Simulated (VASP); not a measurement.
Here is the system:

```xyz
4
Lattice="4.3500 0.0000 0.0000 -2.1750 3.7672 0.0000 0.0000 0.0000 7.2500" Properties=species:S:1:pos:R:3 pbc="T T T"
In     0.0000     0.0000     0.0000
In     0.0000     0.0000     3.6250
Bi     0.0000     2.5115     1.8125
Bi     2.1750     1.2557     5.4375
```

Calculation: PBEsol GGA, VASP's PBE PAW potentials (set 64) (plane waves; VASP). Numerical set-up: 400 eV cut-off, 6×6×4 Γ-centred mesh, Gaussian smearing of 0.050 eV, potentials In_d Bi_d.

Task: The ions, cell shape and volume are relaxed. What does this cell relax into?

Result: 
```xyz
4
Lattice="4.2929 0.0000 0.0000 -2.1464 3.7177 0.0000 0.0000 0.0000 7.5143" Properties=species:S:1:pos:R:3 pbc="T T T"
In     0.0000     0.0000     0.0000
In     0.0000     0.0000     3.7571
Bi     0.0000     2.4785     1.8786
Bi     2.1464     1.2392     5.6357
```
Space group P6_3/mmc (194), at a tolerance of 0.03 Å.

Task: How do energy and volume change from the first to the last step?

Result: The energy (σ→0) changes by -6.2 meV/atom and the volume by +0.9 %, in 13 ionic steps.

```json
[
 {"step": "1", "E(σ→0) (eV)": "-14.3120", "max force (eV/Å)": "0.000", "pressure (GPa)": "0.81", "volume (Å³)": "118.81"},
 {"step": "2", "E(σ→0) (eV)": "-14.3166", "max force (eV/Å)": "0.000", "pressure (GPa)": "-0.33", "volume (Å³)": "121.42"},
 {"step": "3", "E(σ→0) (eV)": "-14.3172", "max force (eV/Å)": "0.000", "pressure (GPa)": "-0.06", "volume (Å³)": "120.79"},
 {"step": "4", "E(σ→0) (eV)": "-14.3185", "max force (eV/Å)": "0.000", "pressure (GPa)": "-0.07", "volume (Å³)": "120.82"},
 {"step": "5", "E(σ→0) (eV)": "-14.3253", "max force (eV/Å)": "0.000", "pressure (GPa)": "-0.18", "volume (Å³)": "120.87"},
 {"step": "6", "E(σ→0) (eV)": "-14.3357", "max force (eV/Å)": "0.000", "pressure (GPa)": "-0.39", "volume (Å³)": "120.95"},
 {"step": "7", "E(σ→0) (eV)": "-14.3364", "max force (eV/Å)": "0.000", "pressure (GPa)": "-0.26", "volume (Å³)": "120.59"},
 {"step": "8", "E(σ→0) (eV)": "-14.3366", "max force (eV/Å)": "0.000", "pressure (GPa)": "-0.08", "volume (Å³)": "120.12"},
 {"step": "9", "E(σ→0) (eV)": "-14.3366", "max force (eV/Å)": "0.000", "pressure (GPa)": "-0.10", "volume (Å³)": "120.19"},
 {"step": "10", "E(σ→0) (eV)": "-14.3366", "max force (eV/Å)": "0.000", "pressure (GPa)": "-0.12", "volume (Å³)": "120.22"},
 {"step": "11", "E(σ→0) (eV)": "-14.3366", "max force (eV/Å)": "0.000", "pressure (GPa)": "-0.12", "volume (Å³)": "120.20"},
 {"step": "12", "E(σ→0) (eV)": "-14.3368", "max force (eV/Å)": "0.000", "pressure (GPa)": "-0.10", "volume (Å³)": "120.13"},
 {"step": "13", "E(σ→0) (eV)": "-14.3370", "max force (eV/Å)": "0.000", "pressure (GPa)": "0.01", "volume (Å³)": "119.93"}
]
```

The structure was generated: InBi was put into the NiAs type type (P6_3/mmc), which need not be its known phase. This run relaxes it. Symmetry was kept, so distortions that lower it aren't found.
